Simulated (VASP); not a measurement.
Calculation: rev-vdW-DF2, VASP's PBE PAW potentials (set 64) (plane waves; VASP).

A VASP calculation is set up with these files.

INCAR:
```
# general
SYSTEM   = CoSi2
PREC     = Accurate
ENCUT    = 520   # plane-wave cut-off (eV)
LREAL    = .FALSE.   # projection in real space or not
LASPH    = .TRUE.

# electronic loop
EDIFF    = 1E-7   # SCF stop (eV)
NELM     = 100   # most electronic steps
ALGO     = Normal
LMAXMIX  = 4   # l cut-off of mixed one-centre charges

# smearing
ISMEAR   = 1
SIGMA    = 0.1   # width (eV)

# functional
GGA      = MK
LUSE_VDW = .TRUE.
AGGAC    = 0.0
PARAM1   = 0.1234568
PARAM2   = 0.7114
ZAB_VDW  = -1.8867

# ions
ISIF     = 2

# output
LWAVE    = .FALSE.
LCHARG   = .FALSE.
```

KPOINTS:
```
Regular mesh
0
Gamma
  10 10 10
0 0 0
```

File POSCAR:
```
CoSi2
1
    0.0000000000     2.6468635685     2.6468635685
    2.6468635685     0.0000000000     2.6468635685
    2.6468635685     2.6468635685     0.0000000000
Co Si
1 2
Direct
  0.0000000000   0.0000000000   0.0000000000
  0.2500000000   0.2500000000   0.2500000000
  0.7500000000   0.7500000000   0.7500000000
```

POTCAR, in this order: Co Si (PBE.64 set). Program: vasp_std.

The resulting files:

### OSZICAR
```
       N       E                     dE             d eps       ncg     rms          rms(c)
DAV:   1     0.752857455432E+02    0.75286E+02   -0.70930E+03  1136   0.136E+03
DAV:   2    -0.119975509203E+02   -0.87283E+02   -0.81630E+02  1140   0.258E+02
DAV:   3    -0.162647001731E+02   -0.42671E+01   -0.41200E+01  1436   0.667E+01
DAV:   4    -0.163645016901E+02   -0.99802E-01   -0.99550E-01  1380   0.966E+00
DAV:   5    -0.163676081883E+02   -0.31065E-02   -0.31053E-02  1512   0.174E+00    0.141E+01
DAV:   6    -0.191247843602E+02   -0.27572E+01   -0.34127E+01  1404   0.126E+02    0.156E+01
DAV:   7    -0.151246003031E+02    0.40002E+01   -0.14648E+01  1504   0.998E+01    0.360E+00
DAV:   8    -0.151229084405E+02    0.16919E-02   -0.77572E-01  1264   0.702E+00    0.170E+00
DAV:   9    -0.150955057660E+02    0.27403E-01   -0.10313E-01  1400   0.701E+00    0.398E-01
DAV:  10    -0.150956872773E+02   -0.18151E-03   -0.77981E-03  1600   0.147E+00    0.150E-01
DAV:  11    -0.150953917161E+02    0.29556E-03   -0.11567E-03  1508   0.748E-01    0.359E-02
DAV:  12    -0.150954030726E+02   -0.11356E-04   -0.62219E-05  1316   0.724E-02    0.172E-02
DAV:  13    -0.150954012823E+02    0.17903E-05   -0.67373E-06  1768   0.429E-02    0.542E-03
DAV:  14    -0.150954014014E+02   -0.11916E-06   -0.67841E-07  1404   0.922E-03    0.351E-03
DAV:  15    -0.150954015769E+02   -0.17548E-06   -0.23293E-07   992   0.104E-02    0.695E-04
DAV:  16    -0.150954016143E+02   -0.37365E-07   -0.72668E-08   672   0.209E-03
   1 F= -.15095402E+02 E0= -.15095666E+02  d E =0.793232E-03
```

**OUTCAR**
```
------------------------ aborting loop because EDIFF is reached ----------------------------------------
  FORCE on cell =-STRESS in cart. coord.  units (eV):
  Direction    XX          YY          ZZ          XY          YZ          ZX
  --------------------------------------------------------------------------------------
  Total        1.3232486      1.3232486      1.3232486      0.0000000      0.0000000     -0.0000000
  in kB       57.1646253     57.1646253     57.1646253      0.0000000      0.0000000     -0.0000000
  external PRESSURE =      57.1646253 kB  Pullay stress =       0.0000000 kB
  volume of cell :       37.09
      direct lattice vectors                 reciprocal lattice vectors
     0.000000000  2.646863569  2.646863569    -0.188902823  0.188902823  0.188902823
     2.646863569  0.000000000  2.646863569     0.188902823 -0.188902823  0.188902823
     2.646863569  2.646863569  0.000000000     0.188902823  0.188902823 -0.188902823
 POSITION                                       TOTAL-FORCE (eV/Angst)
 -----------------------------------------------------------------------------------
      0.00000      0.00000      0.00000        -0.000000     -0.000000     -0.000000
      1.32343      1.32343      1.32343         0.000000      0.000000      0.000000
      3.97030      3.97030      3.97030        -0.000000     -0.000000     -0.000000
 -----------------------------------------------------------------------------------
    total drift:                               -0.000000     -0.000000      0.000000
  FREE ENERGIE OF THE ION-ELECTRON SYSTEM (eV)
  ---------------------------------------------------
  free  energy   TOTEN  =       -15.0954016143 eV

  energy  without entropy=      -15.0961948465  energy(sigma->0) =      -15.09566603
```
(Selected blocks of OUTCAR.)

The compound is CoSi2 in the fluorite structure. This cell is one point of a volume scan, at 0.97 of the reference volume. The run is not spin-polarised, so no magnetic state was tried. The electron count is odd and the run is not spin-polarised, which forces a metal.
